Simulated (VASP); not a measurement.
OSZICAR of a VASP run on MgS (rock salt):

OSZICAR:
```
       N       E                     dE             d eps       ncg     rms          rms(c)
DAV:   1     0.155684739329E+02    0.15568E+02   -0.37352E+03  1584   0.789E+02
DAV:   2    -0.161535622010E+02   -0.31722E+02   -0.29710E+02  2120   0.109E+02
DAV:   3    -0.170871933723E+02   -0.93363E+00   -0.93363E+00  1904   0.258E+01
DAV:   4    -0.170906732784E+02   -0.34799E-02   -0.34799E-02  2344   0.177E+00
DAV:   5    -0.170906799890E+02   -0.67106E-05   -0.67106E-05  2056   0.605E-02    0.466E+00
DAV:   6    -0.154772170077E+02    0.16135E+01   -0.11427E+00  1632   0.799E+00    0.490E+00
DAV:   7    -0.153139432541E+02    0.16327E+00   -0.44511E-01  1672   0.384E+00    0.198E+00
DAV:   8    -0.154463175444E+02   -0.13237E+00   -0.24502E-01  1960   0.462E+00    0.160E+00
DAV:   9    -0.154526499059E+02   -0.63324E-02   -0.47743E-02  1624   0.250E+00    0.120E-01
DAV:  10    -0.154964745510E+02   -0.43825E-01   -0.14437E-02  1632   0.115E+00    0.919E-02
DAV:  11    -0.155000657315E+02   -0.35912E-02   -0.61577E-04  2352   0.306E-01    0.875E-02
DAV:  12    -0.154993838937E+02    0.68184E-03   -0.97142E-04  1576   0.407E-01    0.906E-02
DAV:  13    -0.154996471895E+02   -0.26330E-03   -0.32984E-04  1704   0.247E-01    0.174E-02
DAV:  14    -0.154996430786E+02    0.41109E-05   -0.36009E-06  2400   0.174E-02    0.248E-02
DAV:  15    -0.154996585717E+02   -0.15493E-04   -0.13704E-05  1600   0.408E-02    0.465E-02
DAV:  16    -0.154996768225E+02   -0.18251E-04   -0.27803E-06  1784   0.188E-02    0.662E-02
DAV:  17    -0.154996734138E+02    0.34087E-05   -0.34212E-06  1568   0.241E-02    0.562E-02
DAV:  18    -0.154996764479E+02   -0.30340E-05   -0.16239E-06  1680   0.124E-02    0.333E-02
DAV:  19    -0.154996728860E+02    0.35619E-05   -0.10150E-06  1624   0.114E-02    0.183E-02
DAV:  20    -0.154996746061E+02   -0.17201E-05   -0.33650E-07  1584   0.746E-03    0.101E-02
DAV:  21    -0.154996737034E+02    0.90266E-06   -0.12786E-07  1344   0.331E-03    0.481E-03
DAV:  22    -0.154996745294E+02   -0.82598E-06   -0.54514E-08   864   0.296E-03    0.117E-03
DAV:  23    -0.154996744693E+02    0.60055E-07   -0.76167E-09   840   0.102E-03
   1 F= -.15499674E+02 E0= -.15499674E+02  d E =-.482341E-15
```

Q: Which electronic solver shows in the log?

A: It is blocked Davidson (ALGO = Normal, or the opening steps of other solvers). The INCAR had ALGO = Normal.

Q: Can the final energy be trusted as converged?

A: The calculation finished and met its thresholds. It stopped with EDIFF = 1E-7, NELM = 100 (r2SCAN meta-GGA, plane waves, VASP's PBE PAW potentials (set 64)).

The compound is MgS in the rock salt structure. This cell was strained or had an atom moved on purpose.
